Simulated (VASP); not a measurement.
Output of a VASP run:

### OSZICAR
```
       N       E                     dE             d eps       ncg     rms          rms(c)
DAV:   1     0.198813080197E+03    0.19881E+03   -0.14728E+04  8888   0.257E+03
DAV:   2     0.862030466806E+01   -0.19019E+03   -0.18791E+03  8802   0.450E+02
DAV:   3    -0.761120918415E+01   -0.16232E+02   -0.16077E+02 10118   0.136E+02
DAV:   4    -0.805892699375E+01   -0.44772E+00   -0.44690E+00 10430   0.242E+01
DAV:   5    -0.807447399309E+01   -0.15547E-01   -0.15546E-01 12006   0.406E+00    0.365E+00
DAV:   6    -0.801386805833E+01    0.60606E-01   -0.59779E-02 11690   0.446E+00    0.200E+00
DAV:   7    -0.798880817582E+01    0.25060E-01   -0.37285E-02 11656   0.338E+00    0.210E-01
DAV:   8    -0.798769275569E+01    0.11154E-02   -0.33449E-03 11214   0.944E-01    0.289E-02
DAV:   9    -0.798770146002E+01   -0.87043E-05   -0.83582E-05 11394   0.104E-01    0.183E-02
DAV:  10    -0.798769918685E+01    0.22732E-05   -0.44071E-06  9098   0.261E-02    0.226E-03
DAV:  11    -0.798769955957E+01   -0.37272E-06   -0.55862E-07  4972   0.126E-02
   1 F= -.25681765E+01 E0= -.25681651E+01  d E =-.256818E+01
```

**OUTCAR**
```
------------------------ aborting loop because EDIFF is reached ----------------------------------------
  FORCE on cell =-STRESS in cart. coord.  units (eV):
  Direction    XX          YY          ZZ          XY          YZ          ZX
  --------------------------------------------------------------------------------------
  Total        5.4011316      5.4011316      5.4391209      0.0000000      0.0000000      0.0000000
  in kB      199.3212856    199.3212856    200.7232283      0.0000000      0.0000000      0.0000000
  external PRESSURE =      -0.2114002 kB  Pullay stress =     200.0000000 kB
  volume of cell :       43.42
      direct lattice vectors                 reciprocal lattice vectors
    -2.715177040  2.715177040  1.472262877     0.000000000  0.184150055  0.339613263
     2.715177040 -2.715177040  1.472262877     0.184150055  0.000000000  0.339613263
     2.715177040  2.715177040 -1.472262877     0.184150055  0.184150055  0.000000000
 POSITION                                       TOTAL-FORCE (eV/Angst)
 -----------------------------------------------------------------------------------
      2.71518      0.00000      0.73613         0.000000     -0.000000     -0.000000
      0.00000      0.00000      0.00000        -0.000000      0.000000      0.000000
 -----------------------------------------------------------------------------------
    total drift:                                0.000000     -0.000000      0.000000
  FREE ENERGIE OF THE ION-ELECTRON SYSTEM (eV)
  ---------------------------------------------------
  free  energy   TOTEN  =        -7.9876995596 eV

  energy  without entropy=       -7.9876655311  energy(sigma->0) =       -7.98768822
  enthalpy is  TOTEN    =        -2.5681764650 eV   P V=        5.4195230946

 reached required accuracy - stopping structural energy minimisation
```
(Selected blocks of OUTCAR.)

### POSCAR
```
Sn
1
   -2.7151770404     2.7151770404     1.4722628771
    2.7151770404    -2.7151770404     1.4722628771
    2.7151770404     2.7151770404    -1.4722628771
Sn
2
Direct
  0.2500000000   0.7500000000   0.5000000000
  0.0000000000   1.0000000000   0.0000000000
```

### Question
Write an INCAR and KPOINTS that could have produced this output.

### Answer
One answer among several that fit: the input of the run itself, PBEsol GGA, plane waves, VASP's PBE PAW potentials (set 64).

**INCAR**
```
! general
SYSTEM =Sn
PREC   =Accurate
ENCUT  =500
LREAL  =F   ! projection in real space or not
LASPH  =T   ! aspherical one-centre terms

! electronic loop
EDIFF  =1E-6   ! SCF stop (eV)
NELM   =100   ! most electronic steps
ALGO   =Normal   ! blocked Davidson
LMAXMIX=4   ! l cut-off of mixed one-centre charges

! smearing
ISMEAR =1   ! Methfessel-Paxton
SIGMA  =0.1

! functional
GGA    =PS

! ions
IBRION =2
NSW    =40
ISIF   =3   ! ions, shape and volume
EDIFFG =-0.02
PSTRESS=200

! output
LWAVE  =F
LCHARG =F
```

File KPOINTS:
```
Automatic mesh
0
Gamma
14 14 14
0 0 0
```

POTCAR, in this order: Sn_d (PBE.64 set). Program: vasp_std.

The compound is Sn in the beta structure. It was relaxed first under an external pressure of 20 GPa.
